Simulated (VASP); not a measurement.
# BiB2N with PBEsol + D3: from relaxation to properties, part 7 of 7

Wanted: the relaxed cell of BiB2N and its properties. The cell is invented: it takes the structure of COD entry 9008835, BP (space group 216 there), with some of its atoms replaced by other elements, volume scaled by an estimate. It may not be a known or stable phase.

VASP 6.6.1, plane waves and PAW; the level of theory is named at each step.

So far. Step 9 (Bands along the symmetry lines (TB-mBJ)): There is no gap at this level. Step 10 (Vibrations at Γ (PBEsol + D3)): The three acoustic modes lie within 0.3 cm⁻¹ of zero, and all others are real. By the characters of their eigenvectors the optical modes sort into (cm⁻¹) Raman active: E 69, B 91, E 320, A1 669, B 719, E 759; infrared active: E 69, B 91, E 320, B 719, E 759. In this point group the infrared-active B modes are B2 and the others B1.

### Step 11. Total and projected DOS (PBEsol + D3) with a changed input

Level of this step: PBEsol with D3; plane waves and PAW (Bi_d, N, B); invented cell (VASP).

Here the states are counted by energy and projected on the atoms. The mesh is finer than in the run before. Some settings are moved from the usual, to see what they do.

INCAR

```
SYSTEM = BiB2N
PREC = Accurate
ENCUT = 700
EDIFF = 1E-06
NELM = 100
ISMEAR = 0
SIGMA = 0.1
LREAL = .FALSE.
ALGO = Normal
GGA = PS
IVDW = 11
NBANDS = 27
LORBIT = 11
LWAVE = .FALSE.
LCHARG = .FALSE.
KPAR = 2
NEDOS = 2001
MAXMIX = 5
```

POSCAR

```
BiB2N
1.0
    2.8077243601      0.0000000000      0.0000000000
    0.0000000000      2.8077243601      0.0000000000
    0.0000000000      0.0000000000      6.4000326900
Bi N B
1 1 2
Direct
    0.5000000000      0.5000000000      0.0000000000
    0.0000000000      0.0000000000      0.5000000000
    0.0000000000      0.5000000000      0.3807727546
    0.5000000000      0.0000000000      0.6192272454
```

KPOINTS

```
Automatic mesh
0
Gamma
12 12 5
0 0 0
```

Potentials, in the order of the species: Bi_d, N and B (PBE family, release 64).

The run is started by

```bash
> mpirun -np 2 vasp_std
```

Log:

```text
[... set-up lines as in an earlier step ...]
 entering main loop
       N       E                     dE             d eps       ncg     rms          rms(c)
DAV:   1     0.255641117294E+03    0.25564E+03   -0.14839E+04  4542   0.135E+03
DAV:   2     0.325596350156E+01   -0.25239E+03   -0.23377E+03  4675   0.387E+02
DAV:   3    -0.242096814845E+02   -0.27466E+02   -0.26683E+02  5754   0.115E+02
DAV:   4    -0.251120428351E+02   -0.90236E+00   -0.89927E+00  5334   0.204E+01
DAV:   5    -0.251339912027E+02   -0.21948E-01   -0.21944E-01  6116   0.328E+00    0.634E+00
DAV:   6    -0.241326995223E+02    0.10013E+01   -0.30204E+00  6289   0.976E+00    0.298E+00
DAV:   7    -0.241069397389E+02    0.25760E-01   -0.34022E-01  5039   0.283E+00    0.191E+00
DAV:   8    -0.240896606072E+02    0.17279E-01   -0.46859E-02  5741   0.110E+00    0.318E-01
DAV:   9    -0.240875684939E+02    0.20921E-02   -0.43621E-03  5707   0.498E-01    0.117E-01
DAV:  10    -0.240875759772E+02   -0.74832E-05   -0.14520E-03  5359   0.183E-01    0.498E-02
DAV:  11    -0.240875600911E+02    0.15886E-04   -0.76082E-05  5391   0.635E-02    0.232E-02
DAV:  12    -0.240875633116E+02   -0.32205E-05   -0.13171E-05  5249   0.170E-02    0.126E-02
DAV:  13    -0.240875642852E+02   -0.97362E-06   -0.22483E-06  5164   0.868E-03
   1 F= -.24701975E+02 E0= -.24698266E+02  d E =-.741895E-02
```

It took 26 s on 2 MPI ranks of Intel Xeon 6975P-C (Granite Rapids), shared host; peak memory 0.57 GiB; 50 s of CPU time.

Parts of OUTCAR (step 11):

```text
   ENCUT  =  700.0 eV  51.45 Ry    7.17 a.u.   6.06  6.06 13.81*2*pi/ulx,y,z

   NELECT =      26.0000    total number of electrons

 E-fermi :   8.4308

 k-point     1 :       0.0000    0.0000    0.0000
  band No.  band energies     occupation
    ...
      8      -1.5321      2.00000
      9       1.3259      2.00000
     10       1.3259      2.00000
     11       4.7909      2.00000
     12       6.1326      2.00000
     13      10.2335      0.00000
     14      12.1758      0.00000
     15      12.7698      0.00000
     16      12.7698      0.00000
     17      13.5148      0.00000
    ...

 Edisp (eV)   -0.61441

  Total       0.13858     0.13858     0.04970     0.00000     0.00000     0.00000
  in kB       4.40057     4.40057     1.57837     0.00000     0.00000     0.00000
  external pressure =        3.46 kB  Pullay stress =        0.00 kB

 POSITION                                       TOTAL-FORCE (eV/Angst)
 -----------------------------------------------------------------------------------
      1.40386      1.40386      0.00000         0.000000     -0.000000      0.000000
      0.00000      0.00000      3.20002         0.000000      0.000000      0.000000
      0.00000      1.40386      2.43696         0.000000      0.000000     -0.051018
      1.40386      0.00000      3.96307         0.000000      0.000000      0.051018
 -----------------------------------------------------------------------------------
    total drift:                                0.000000     -0.000000     -0.000000

  FREE ENERGIE OF THE ION-ELECTRON SYSTEM (eV)
  ---------------------------------------------------
  free  energy   TOTEN  =       -24.7019751908 eV

  energy  without entropy=      -24.6945562426  energy(sigma->0) =      -24.69826572

[... 5 parts as in an earlier step ...]

[... 11 further parts left out ...]
```

MAXMIX acts on the way to self-consistency or on speed; a fully converged result doesn't depend on them, though slow mixing can meet EDIFF with the stress still off.

Numbers from this step:

| Quantity | Value |
| --- | --- |
| SCF cycles | 13 |
| bands | 27 |
| irreducible k-points | 84 |
| free energy (TOTEN) | -24.70 eV |
| energy at zero smearing | -24.70 eV |
| Fermi energy | 8.431 eV |
| pressure | 0.3460 GPa |
| DOS at the Fermi level, one point of the energy grid | 1.466 states/eV/cell |

The density of states has structure finer than the step of the table below, so its rows give means over 1 eV, whole bins alone (the curve runs from -12.0 to 7.08 eV). Peaks (eV: height): total -8.0: 2.58, -0.8: 2.82, 4.1: 2.71, 5.1: 3.69; B p 3.5: 0.726, 3.8: 0.701, 4.2: 0.865, 5.1: 0.796; Bi p -4.1: 0.533, -3.3: 0.414, 5.1: 0.507, 6.2: 0.543; N p -8.5: 0.785, -8.0: 0.911, -7.4: 0.982, -6.7: 0.588; B s -9.5: 0.290, -8.5: 0.296, -8.0: 0.316, 5.0: 0.353.

States under -12.0 eV and over 7.1 eV are left out. Density of states against energy, zero at the Fermi level; means over each step; values in states/eV/cell:

```csv
energy (eV),total,B p,Bi p,N p,B s,Bi s
-11,1.01,0.0773,0.0217,0.207,0.146,0.225
-10,1.13,0.102,0.0233,0.307,0.188,0.141
-9,1.15,0.106,0.0281,0.339,0.190,0.0849
-8,1.91,0.262,0.0353,0.667,0.207,0.0892
-7,1.24,0.276,0.0156,0.567,0.0253,0.0171
-6,0.497,0.0495,0.145,0.0835,0.00840,0.00656
-5,0.629,0.0529,0.214,0.0408,0.0166,0.0110
-4,1.32,0.180,0.351,0.0934,0.0518,0.0190
-3,0.978,0.144,0.256,0.0552,0.0285,0.0377
-2,0.371,0.0640,0.0718,0.00957,0.0222,0.0208
-1,1.63,0.349,0.182,0.0964,0.133,0.0844
0,1.50,0.358,0.147,0.0909,0.138,0.0366
1,1.09,0.273,0.155,0.0649,0.0456,0.0293
2,1.03,0.258,0.128,0.0463,0.0386,0.0252
3,1.24,0.349,0.183,0.0269,0.0490,0.0241
4,2.09,0.614,0.291,0.0479,0.167,0.0168
5,2.24,0.468,0.341,0.0993,0.194,0.0147
6,2.00,0.347,0.319,0.150,0.112,0.0126
```

Force by atom:

```csv
atom,x (eV/Å),y (eV/Å),z (eV/Å),size
Bi1,0.0000,0.0000,0.0000,0.0000
N2,0.0000,0.0000,0.0000,0.0000
B3,0.0000,0.0000,-0.0510,0.0510
B4,0.0000,0.0000,0.0510,0.0510
```

Against the sound run “Density of states (PBEsol + D3)”, the energy at zero smearing moves by -2.7 meV an atom, the pressure by -0.09 GPa and the Fermi level by +0.01 eV. Of the states within 0.3 eV of the Fermi level, the largest shares in the PAW spheres are B p 24 %, Bi p 10 % and B s 8 %. The rest lies in smaller channels or between the spheres.

### Step 12. What came out

| Property | Result |
| --- | --- |
| relaxed volume | 12.61 Å³/atom |
| relaxed conventional cell a, b, c | 2.808, 2.808, 6.400 Å |
| space group after relaxing, within 0.02 Å | P-4m2 (No. 115) |
| band gap | none, a metal |
| DOS at the Fermi level | 1.35 states/eV/cell |
| band gap (PBEsol + D3 + SOC) | none, a metal |
| band gap (TB-mBJ) | none, a metal |
| highest zone-centre mode | 759 cm⁻¹ |

**Reading.** With PBEsol + D3, BiB2N relaxes to 12.61 Å³/atom in space group P-4m2 (held by the symmetry of the run) and comes out as a metal. Band structure (PBEsol + D3): Of the bands kept, 4 cross the Fermi level on this path. Bands along the symmetry lines (PBEsol + D3 + SOC): Of the bands kept, 8 cross the Fermi level on this path (spinor bands, one electron each). Bands along the symmetry lines (TB-mBJ): Of the bands kept, 4 cross the Fermi level on this path. Vibrations at Γ (PBEsol + D3): The highest mode in this list at Γ, 759.0 cm⁻¹, has its largest share on B (54 % of the kinetic energy). The other levels ran on the cell relaxed with PBEsol + D3, and without spin-orbit coupling unless named. LASPH was switched on together with spin-orbit coupling, so shifts put down to the coupling hold both changes, and that of the mesh where it differs. The k-sampling is coarse for a metal, so the Fermi level, pressures and the shape of the cell carry errors. Modes at Γ alone can't show that the crystal is stable at other wave vectors. No search among competing phases was made. All values are for a static lattice at zero temperature.

[Lines on the potential files, build, host, timing and source positions are cut from VASP's logs without a mark.]

[Logs are printed without paths, hosts, clocks, repeated set-up lines and the standing remarks that a program may print on its own settings, such as how far it seeks lower states.]

[Hosts, paths, dates, database ids (printed as entryN), source tags and the programs' standing remarks are cut or masked in the printed files.]

[A measured line is paired with the nearest computed mode of its activity, which favours agreement.]

[In band tables of VASP the shares of atoms and orbitals are scaled to a sum of 1 inside the atoms' spheres.]
